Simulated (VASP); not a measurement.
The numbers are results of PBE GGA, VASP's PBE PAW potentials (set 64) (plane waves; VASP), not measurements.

The input files of a VASP run:

POSCAR:
```
ZnS
1.0
  3.7786850000   0.0000000000   0.0000000000
 -1.8893420000   3.2724360000   0.0000000000
  0.0000000000   0.0000000000  24.6968110000
Zn S
8 8
Cartesian
 -0.0000015560   2.1816250908  18.5203855370
  1.8893445560   1.0908109092   6.1719800370
 -0.0000015560   2.1816250908   3.0819150447
  1.8893445560   1.0908109092  15.4303205447
  0.0000000000   0.0000000000   0.0009878724
  0.0000000000   0.0000000000  12.3493933724
  1.8893445560   1.0908109092  21.6176126045
 -0.0000015560   2.1816250908   9.2692071045
  0.0000000000   0.0000000000  14.6627436588
  0.0000000000   0.0000000000   2.3143381588
  1.8893445560   1.0908109092  23.9309628909
 -0.0000015560   2.1816250908  11.5825573909
 -0.0000015560   2.1816250908   5.3962532035
  1.8893445560   1.0908109092  17.7446587035
  1.8893445560   1.0908109092   8.4939742072
 -0.0000015560   2.1816250908  20.8423797072
```

### KPOINTS
```
Regular mesh
0
G
  7 7 1
0.5 0.5 0.5
```

### INCAR
```
SYSTEM = ZnS
PREC = Accurate
ENCUT = 300
EDIFF = 1E-6
NELM = 100
ALGO = Normal
LREAL = Auto
LASPH = .TRUE.
ISMEAR = 0
SIGMA = 0.01
GGA = PE
LMAXMIX = 4
LWAVE = .FALSE.
LCHARG = .FALSE.
ISIF = 2
```

POTCAR, in this order: Zn S (PBE.64 set). Program: vasp_std.

The run wrote:

**OUTCAR**
```
 ion  position               nearest neighbor table
   1  0.333  0.667  0.750-  14 2.32  14 2.32  14 2.32  16 2.32
   2  0.667  0.333  0.250-  13 2.32  13 2.32  13 2.32  15 2.32
   3  0.333  0.667  0.125-  10 2.31  10 2.31  10 2.31  13 2.31
   4  0.667  0.333  0.625-   9 2.31   9 2.31   9 2.31  14 2.31
   5  0.000  0.000  0.000-  11 2.31  11 2.31  11 2.31  10 2.31
   6  0.000  0.000  0.500-  12 2.31  12 2.31  12 2.31   9 2.31
   7  0.667  0.333  0.875-  11 2.31  16 2.32  16 2.32  16 2.32
   8  0.333  0.667  0.375-  12 2.31  15 2.32  15 2.32  15 2.32
   9  0.000  0.000  0.594-   4 2.31   4 2.31   4 2.31   6 2.31
  10  0.000  0.000  0.094-   3 2.31   3 2.31   3 2.31   5 2.31
  11  0.667  0.333  0.969-   5 2.31   5 2.31   5 2.31   7 2.31
  12  0.333  0.667  0.469-   6 2.31   6 2.31   6 2.31   8 2.31
  13  0.333  0.667  0.218-   3 2.31   2 2.32   2 2.32   2 2.32
  14  0.667  0.333  0.718-   4 2.31   1 2.32   1 2.32   1 2.32
  15  0.667  0.333  0.344-   8 2.32   8 2.32   8 2.32   2 2.32
  16  0.333  0.667  0.844-   7 2.32   7 2.32   7 2.32   1 2.32
  LATTYP: Found a hexagonal cell.
 ALAT       =     3.7786850000
 C/A-ratio  =     6.5358215887
 Subroutine PRICEL returns:
 Original cell was already a primitive cell.
 Subroutine GETGRP returns: Found 12 space group operations
The static configuration has the point symmetry C_3v.
 The point group associated with its full space group is C_6v.
...
```

OSZICAR:
```
       N       E                     dE             d eps       ncg     rms          rms(c)
DAV:   1     0.103575053905E+04    0.10358E+04   -0.46781E+04  2752   0.138E+03
DAV:   2     0.100103914028E+03   -0.93565E+03   -0.89432E+03  2752   0.371E+02
DAV:   3    -0.499797832050E+02   -0.15008E+03   -0.14730E+03  3040   0.141E+02
DAV:   4    -0.577922734451E+02   -0.78125E+01   -0.77627E+01  3176   0.338E+01
DAV:   5    -0.579603721783E+02   -0.16810E+00   -0.16774E+00  3120   0.494E+00    0.216E+01
DAV:   6    -0.544169315628E+02    0.35434E+01   -0.70602E+00  3948   0.424E+01    0.161E+01
DAV:   7    -0.549892331604E+02   -0.57230E+00   -0.14438E+01  3112   0.103E+01    0.545E+00
DAV:   8    -0.545969258307E+02    0.39231E+00   -0.11755E+00  3360   0.702E+00    0.238E+00
DAV:   9    -0.545488295700E+02    0.48096E-01   -0.53670E-01  3416   0.368E+00    0.686E-01
DAV:  10    -0.545486395759E+02    0.18999E-03   -0.19018E-02  3354   0.168E+00    0.598E-01
DAV:  11    -0.545489318377E+02   -0.29226E-03   -0.28511E-03  3168   0.218E-01    0.576E-01
DAV:  12    -0.545528709406E+02   -0.39391E-02   -0.12409E-02  3874   0.100E+00    0.390E-01
DAV:  13    -0.545517261464E+02    0.11448E-02   -0.35574E-03  3162   0.553E-01    0.427E-01
DAV:  14    -0.545501724911E+02    0.15537E-02   -0.24485E-03  4000   0.439E-01    0.249E-01
DAV:  15    -0.545501707782E+02    0.17129E-05   -0.47716E-04  3138   0.897E-02    0.216E-01
DAV:  16    -0.545500897852E+02    0.80993E-04   -0.20277E-05  3608   0.492E-02    0.194E-01
DAV:  17    -0.545497220544E+02    0.36773E-03   -0.50802E-04  3812   0.222E-01    0.890E-02
DAV:  18    -0.545497164479E+02    0.56065E-05   -0.21897E-04  3208   0.473E-02    0.648E-02
DAV:  19    -0.545497123423E+02    0.41057E-05   -0.45361E-06  2482   0.951E-03    0.599E-02
DAV:  20    -0.545496929326E+02    0.19410E-04   -0.87623E-06  2992   0.294E-02    0.483E-02
DAV:  21    -0.545496729866E+02    0.19946E-04   -0.22963E-05  3676   0.441E-02    0.308E-02
DAV:  22    -0.545496660241E+02    0.69624E-05   -0.21597E-05  3962   0.259E-02    0.146E-02
DAV:  23    -0.545496663166E+02   -0.29246E-06   -0.25490E-06  1816   0.849E-03
   1 F= -.54549666E+02 E0= -.54549666E+02  d E =-.279223E-14
```

OUTCAR:
```
------------------------ aborting loop because EDIFF is reached ----------------------------------------
  FORCE on cell =-STRESS in cart. coord.  units (eV):
  Direction    XX          YY          ZZ          XY          YZ          ZX
  --------------------------------------------------------------------------------------
  Total        8.0974611      8.0974552      8.1916421      0.0000012      0.0000000      0.0000000
  in kB       42.4821732     42.4821420     42.9762804      0.0000065      0.0000000      0.0000000
  external PRESSURE =      42.6468652 kB  Pullay stress =       0.0000000 kB
  volume of cell :      305.39
      direct lattice vectors                 reciprocal lattice vectors
     3.778685000  0.000000000  0.000000000     0.264642329  0.152791336  0.000000000
    -1.889342000  3.272436000  0.000000000     0.000000000  0.305582752  0.000000000
     0.000000000  0.000000000 24.696811000     0.000000000  0.000000000  0.040491058
  FREE ENERGIE OF THE ION-ELECTRON SYSTEM (eV)
  ---------------------------------------------------
  free  energy   TOTEN  =       -54.5496663166 eV

  energy  without entropy=      -54.5496663166  energy(sigma->0) =      -54.54966632
```
(Selected blocks of OUTCAR.)

At this cut-off the stress carries a Pulay error, which pulls relaxed volumes low.

The structure comes from a computed database's ZnS entry; how it stands against other phases isn't given here. The cell was not relaxed at this level. The run is one of a series of settings (GGA = PE against the base run), some of them coarse on purpose.
